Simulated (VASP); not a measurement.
Level of theory: vdW-DF2, VASP's PBE PAW potentials (set 64) (plane waves; VASP).

Input for VASP

### INCAR
```
SYSTEM = SnO2
PREC = Accurate; ENCUT = 520; LREAL = F
LASPH = T
EDIFF = 1E-6; NELM = 100; ALGO = Normal
LMAXMIX = 4
ISMEAR = 0; SIGMA = 0.05
GGA = ML; LUSE_VDW = T; AGGAC = 0.0
ZAB_VDW = -1.8867
IBRION = 2; NSW = 60; ISIF = 3
EDIFFG = -0.02
LWAVE = F; LCHARG = F
```

File KPOINTS:
```
Automatic mesh
0
G
  4 4 6
0 0 0
```

File POSCAR:
```
SnO2
1
    4.7701778429     0.0000000000     0.0000000000
    0.0000000000     4.7701778429     0.0000000000
    0.0000000000     0.0000000000     3.2197953572
Sn O
2 4
Direct
  0.0000000000   0.0000000000   0.0000000000
  0.5000000000   0.5000000000   0.5000000000
  0.3063833544   0.3063833544   0.0000000000
  0.8063833544   0.1936166456   0.5000000000
  0.1936166456   0.8063833544   0.5000000000
  0.6936166456   0.6936166456   0.0000000000
```

POTCAR, in this order: Sn_d O (PBE.64 set). Program: vasp_std.

The run wrote:

File OUTCAR:
```
 ion  position               nearest neighbor table
   1  0.000  0.000  0.000-   3 2.07   6 2.07   5 2.07   4 2.07   4 2.07   5 2.07   2 3.74   2 3.74
                             2 3.74   2 3.74   2 3.74   2 3.74   2 3.74   2 3.74
   2  0.500  0.500  0.500-   4 2.07   5 2.07   3 2.07   6 2.07   3 2.07   6 2.07   1 3.74   1 3.74
                             1 3.74   1 3.74   1 3.74   1 3.74   1 3.74   1 3.74
   3  0.306  0.306  0.000-   1 2.07   2 2.07   2 2.07
   4  0.806  0.194  0.500-   2 2.07   1 2.07   1 2.07
   5  0.194  0.806  0.500-   2 2.07   1 2.07   1 2.07
   6  0.694  0.694  0.000-   1 2.07   2 2.07   2 2.07
  LATTYP: Found a simple tetragonal cell.
 ALAT       =     4.7701778429
 C/A-ratio  =     0.6749843430
 Subroutine PRICEL returns:
 Original cell was already a primitive cell.
 Subroutine GETGRP returns: Found 16 space group operations
The static configuration has the point symmetry D_2h.
 The point group associated with its full space group is D_4h.
The dynamic configuration has the point symmetry D_2h.
 Subroutine INISYM returns: Found 16 space group operations
 Subroutine IBZKPT returns following result:
 Found     24 irreducible k-points:

 Following reciprocal coordinates:
            Coordinates               Weight
  0.000000  0.000000  0.000000      1.000000
  0.250000  0.000000  0.000000      4.000000
  0.500000  0.000000  0.000000      2.000000
  0.250000  0.250000  0.000000      4.000000
  0.500000  0.250000  0.000000      4.000000
  0.500000  0.500000  0.000000      1.000000
  0.000000  0.000000  0.166667      2.000000
  0.250000  0.000000  0.166667      8.000000
  0.500000  0.000000  0.166667      4.000000
  0.250000  0.250000  0.166667      8.000000
  0.500000  0.250000  0.166667      8.000000
  0.500000  0.500000  0.166667      2.000000
  0.000000  0.000000  0.333333      2.000000
  0.250000  0.000000  0.333333      8.000000
  0.500000  0.000000  0.333333      4.000000
  0.250000  0.250000  0.333333      8.000000
  0.500000  0.250000  0.333333      8.000000
  0.500000  0.500000  0.333333      2.000000
  0.000000  0.000000  0.500000      1.000000
  0.250000  0.000000  0.500000      4.000000
  0.500000  0.000000  0.500000      2.000000
  0.250000  0.250000  0.500000      4.000000
  0.500000  0.250000  0.500000      4.000000
  0.500000  0.500000  0.500000      1.000000
   k-points           NKPTS =     24   k-points in BZ     NKDIM =     24   number of bands    NBANDS=     31
   number of dos      NEDOS =    301   number of ions     NIONS =      6
   total plane-waves  NPLWV =  31104
   dimension x,y,z NGX =    36 NGY =   36 NGZ =   24
   dimension x,y,z NGXF=    72 NGYF=   72 NGZF=   48
   ions per type =               2   4
   PREC   = accura    normal or accurate (medium, high low for compatibility)
   ISTART =      0    job   : 0-new  1-cont  2-samecut
   ICHARG =      2    charge: 1-file 2-atom 10-const
   ISPIN  =      1    spin polarized calculation?
   LNONCOLLINEAR =      F non collinear calculations
   LSORBIT =      F    spin-orbit coupling
   INIWAV =      1    electr: 0-lowe 1-rand  2-diag
   ENCUT  =  520.0 eV  38.22 Ry    6.18 a.u.   8.87  8.87  5.99*2*pi/ulx,y,z
   NELM   =    100;   NELMIN=  2; NELMDL= -5     # of ELM steps
   EDIFF  = 0.1E-05   stopping-criterion for ELM
   LREAL  =      F    real-space projection
   NLSPLINE    = F    spline interpolate recip. space projectors
   LMAXMIX     =    4 max onsite mixed and CHGCAR
   VOSKOWN=      0    Vosko Wilk Nusair interpolation
   EDIFFG = -.2E-01   stopping-criterion for IOM
   NSW    =     60    number of steps for IOM
   NBLOCK =      1;   KBLOCK =     60    inner block; outer block
   IBRION =      2    ionic relax: 0-MD 1-quasi-New 2-CG
   NFREE  =      1    steps in history (QN), initial steepest desc. (CG)
   ISIF   =      3    stress and relaxation
   ISYM   =      2    0-nonsym 1-usesym 2-fastsym
...
```

### OSZICAR
```
       N       E                     dE             d eps       ncg     rms          rms(c)
DAV:   1     0.676840221349E+03    0.67684E+03   -0.26609E+04  1600   0.262E+03
DAV:   2     0.681729290563E+02   -0.60867E+03   -0.58623E+03  1706   0.692E+02
DAV:   3    -0.273310032285E+02   -0.95504E+02   -0.94634E+02  1712   0.231E+02
DAV:   4    -0.320093309602E+02   -0.46783E+01   -0.46645E+01  1784   0.568E+01
DAV:   5    -0.321609026782E+02   -0.15157E+00   -0.15154E+00  1866   0.102E+01    0.186E+01
DAV:   6    -0.231317147853E+02    0.90292E+01   -0.38429E+01  2382   0.817E+01    0.578E+00
DAV:   7    -0.232953318252E+02   -0.16362E+00   -0.28946E+00  1621   0.107E+01    0.322E+00
DAV:   8    -0.232543585565E+02    0.40973E-01   -0.38914E-01  2272   0.636E+00    0.839E-01
DAV:   9    -0.232360599008E+02    0.18299E-01   -0.11337E-01  2356   0.423E+00    0.179E-01
DAV:  10    -0.232364040999E+02   -0.34420E-03   -0.73864E-03  2103   0.795E-01    0.664E-02
DAV:  11    -0.232364649422E+02   -0.60842E-04   -0.64850E-04  2363   0.328E-01    0.225E-02
DAV:  12    -0.232364743872E+02   -0.94450E-05   -0.62903E-05  2119   0.949E-02    0.174E-02
DAV:  13    -0.232364679693E+02    0.64180E-05   -0.22436E-05  1877   0.468E-02    0.250E-03
DAV:  14    -0.232364674897E+02    0.47957E-06   -0.40006E-06  1402   0.174E-02
   1 F= -.23236467E+02 E0= -.23236467E+02  d E =-.232365E+02
       N       E                     dE             d eps       ncg     rms          rms(c)
DAV:   1    -0.330812959637E+02   -0.98448E+01   -0.28752E+02  1876   0.299E+02    0.207E+01
DAV:   2    -0.250767746142E+02    0.80045E+01   -0.26331E+01  1628   0.512E+01    0.715E+00
DAV:   3    -0.234709529990E+02    0.16058E+01   -0.27700E+00  1923   0.280E+01    0.256E+00
DAV:   4    -0.232149078363E+02    0.25605E+00   -0.78569E-01  2131   0.152E+01    0.375E-01
DAV:   5    -0.232102366182E+02    0.46712E-02   -0.15708E-01  2065   0.344E+00    0.212E-01
DAV:   6    -0.232033120421E+02    0.69246E-02   -0.73147E-03  1748   0.913E-01    0.106E-01
DAV:   7    -0.232032567034E+02    0.55339E-04   -0.10040E-03  2356   0.321E-01    0.609E-02
DAV:   8    -0.232031791427E+02    0.77561E-04   -0.25674E-04  1759   0.115E-01    0.109E-02
DAV:   9    -0.232031800250E+02   -0.88227E-06   -0.21237E-05  1978   0.547E-02    0.364E-03
DAV:  10    -0.232031781584E+02    0.18666E-05   -0.17991E-06  1268   0.141E-02    0.115E-03
DAV:  11    -0.232031785271E+02   -0.36869E-06   -0.32565E-07   940   0.539E-03
   2 F= -.23203179E+02 E0= -.23203150E+02  d E =0.332890E-01
       N       E                     dE             d eps       ncg     rms          rms(c)
DAV:   1    -0.265655476773E+02   -0.33624E+01   -0.71335E+01  1884   0.109E+02    0.120E+01
DAV:   2    -0.239795279279E+02    0.25860E+01   -0.86349E+00  1989   0.309E+01    0.385E+00
DAV:   3    -0.235666845610E+02    0.41284E+00   -0.74679E-01  1957   0.227E+01    0.153E+00
DAV:   4    -0.234975076721E+02    0.69177E-01   -0.21532E-01  2104   0.913E+00    0.294E-01
DAV:   5    -0.234962260901E+02    0.12816E-02   -0.49867E-02  1897   0.204E+00    0.979E-02
DAV:   6    -0.234960538043E+02    0.17229E-03   -0.11051E-03  2376   0.384E-01    0.573E-02
DAV:   7    -0.234960440712E+02    0.97331E-05   -0.21431E-04  2519   0.233E-01    0.105E-02
DAV:   8    -0.234960504566E+02   -0.63853E-05   -0.62708E-05  2062   0.694E-02    0.531E-03
DAV:   9    -0.234960501649E+02    0.29168E-06   -0.13485E-06  1175   0.888E-03
   3 F= -.23496050E+02 E0= -.23495971E+02  d E =-.259583E+00
       N       E                     dE             d eps       ncg     rms          rms(c)
DAV:   1    -0.234976302079E+02   -0.15798E-02   -0.34327E-02  1883   0.273E+00    0.250E-01
DAV:   2    -0.234964835312E+02    0.11467E-02   -0.36143E-03  1968   0.613E-01    0.833E-02
DAV:   3    -0.234962803886E+02    0.20314E-03   -0.34453E-04  1978   0.429E-01    0.318E-02
DAV:   4    -0.234962510260E+02    0.29363E-04   -0.95038E-05  2139   0.200E-01    0.527E-03
DAV:   5    -0.234962550223E+02   -0.39964E-05   -0.20264E-05  1778   0.426E-02    0.182E-03
DAV:   6    -0.234962556217E+02   -0.59931E-06   -0.27403E-07   856   0.793E-03
   4 F= -.23496256E+02 E0= -.23496208E+02  d E =-.259788E+00
       N       E                     dE             d eps       ncg     rms          rms(c)
DAV:   1    -0.234970961121E+02   -0.84109E-03   -0.22044E-02  1883   0.218E+00    0.201E-01
DAV:   2    -0.234963563021E+02    0.73981E-03   -0.23304E-03  1968   0.490E-01    0.667E-02
DAV:   3    -0.234962262836E+02    0.13002E-03   -0.22072E-04  1973   0.343E-01    0.254E-02
DAV:   4    -0.234962081218E+02    0.18162E-04   -0.60480E-05  2108   0.161E-01    0.422E-03
DAV:   5    -0.234962115069E+02   -0.33851E-05   -0.13169E-05  1679   0.342E-02    0.144E-03
DAV:   6    -0.234962120694E+02   -0.56257E-06   -0.18944E-07   821   0.628E-03
   5 F= -.23496212E+02 E0= -.23496182E+02  d E =-.259745E+00
       N       E                     dE             d eps       ncg     rms          rms(c)
DAV:   1    -0.235031577889E+02   -0.69463E-02   -0.98627E-01  1488   0.746E+00    0.501E-01
DAV:   2    -0.235014675452E+02    0.16902E-02   -0.41773E-02  1828   0.169E+00    0.261E-01
DAV:   3    -0.234994119012E+02    0.20556E-02   -0.37585E-03  1884   0.834E-01    0.871E-02
DAV:   4    -0.234992820767E+02    0.12982E-03   -0.10216E-03  2230   0.298E-01    0.233E-02
DAV:   5    -0.234992730561E+02    0.90206E-05   -0.91700E-05  1765   0.859E-02    0.109E-02
DAV:   6    -0.234992677819E+02    0.52742E-05   -0.81796E-06  1768   0.319E-02    0.312E-03
DAV:   7    -0.234992677935E+02   -0.11634E-07   -0.11391E-06   991   0.128E-02
   6 F= -.23499268E+02 E0= -.23499245E+02  d E =-.305572E-02
       N       E                     dE             d eps       ncg     rms          rms(c)
DAV:   1    -0.234998957447E+02   -0.62796E-03   -0.10421E-01  1488   0.241E+00    0.163E-01
DAV:   2    -0.234997113745E+02    0.18437E-03   -0.44142E-03  1828   0.554E-01    0.849E-02
DAV:   3    -0.234994967124E+02    0.21466E-03   -0.39019E-04  1884   0.272E-01    0.288E-02
DAV:   4    -0.234994809543E+02    0.15758E-04   -0.10824E-04  2221   0.958E-02    0.747E-03
DAV:   5    -0.234994789088E+02    0.20455E-05   -0.10285E-05  1646   0.293E-02    0.343E-03
DAV:   6    -0.234994777855E+02    0.11233E-05   -0.63146E-07   940   0.955E-03    0.104E-03
DAV:   7    -0.234994778068E+02   -0.21299E-07   -0.29241E-07   814   0.755E-03
   7 F= -.23499478E+02 E0= -.23499458E+02  d E =-.326574E-02
```

**OUTCAR**
```
------------------------ aborting loop because EDIFF is reached ----------------------------------------
  FORCE on cell =-STRESS in cart. coord.  units (eV):
  Direction    XX          YY          ZZ          XY          YZ          ZX
  --------------------------------------------------------------------------------------
  Total        0.0977995      0.0977995      0.0437175      0.0000000      0.0000000      0.0000000
  in kB        1.9798324      1.9798324      0.8850070      0.0000000      0.0000000      0.0000000
  external PRESSURE =       1.6148906 kB  Pullay stress =       0.0000000 kB
  volume of cell :       79.14
      direct lattice vectors                 reciprocal lattice vectors
     4.894238488 -0.000000000  0.000000000     0.204321878  0.000000000  0.000000000
     0.000000000  4.894238488  0.000000000     0.000000000  0.204321878  0.000000000
     0.000000000  0.000000000  3.304064891     0.000000000  0.000000000  0.302657494
 POSITION                                       TOTAL-FORCE (eV/Angst)
 -----------------------------------------------------------------------------------
      0.00000      0.00000      0.00000         0.000000      0.000000      0.000000
      2.44712      2.44712      1.65203         0.000000      0.000000      0.000000
      1.50064      1.50064      0.00000        -0.010028     -0.010028      0.000000
      3.94776      0.94648      1.65203        -0.010028      0.010028      0.000000
      0.94648      3.94776      1.65203         0.010028     -0.010028      0.000000
      3.39360      3.39360      0.00000         0.010028      0.010028     -0.000000
 -----------------------------------------------------------------------------------
    total drift:                                0.000000      0.000000      0.000000
  FREE ENERGIE OF THE ION-ELECTRON SYSTEM (eV)
  ---------------------------------------------------
  free  energy   TOTEN  =       -23.4994778068 eV

  energy  without entropy=      -23.4994379602  energy(sigma->0) =      -23.49945788

 reached required accuracy - stopping structural energy minimisation
```
(Selected blocks of OUTCAR.)

### CONTCAR
```
SnO2
   1.00000000000000
     4.8942384876540501   -0.0000000000000000    0.0000000000000000
     0.0000000000000000    4.8942384876540501    0.0000000000000000
     0.0000000000000000    0.0000000000000000    3.3040648908982542
  Sn              O
     2     4
Direct
     0.0000000000000000    0.0000000000000000    0.0000000000000000
     0.5000000000000000    0.5000000000000000    0.5000000000000000
     0.3066132752226088    0.3066132752226088    0.0000000000000000
     0.8066132752226087    0.1933867247773912    0.5000000000000000
     0.1933867247773912    0.8066132752226087    0.5000000000000000
     0.6933867247773913    0.6933867247773913    0.0000000000000000
```

Energy and stress use the plane-wave basis of the starting cell.

The compound is SnO2 in the rutile structure. This run relaxes it. Symmetry was kept, so distortions that lower it aren't found. The start is the result of an earlier pass.
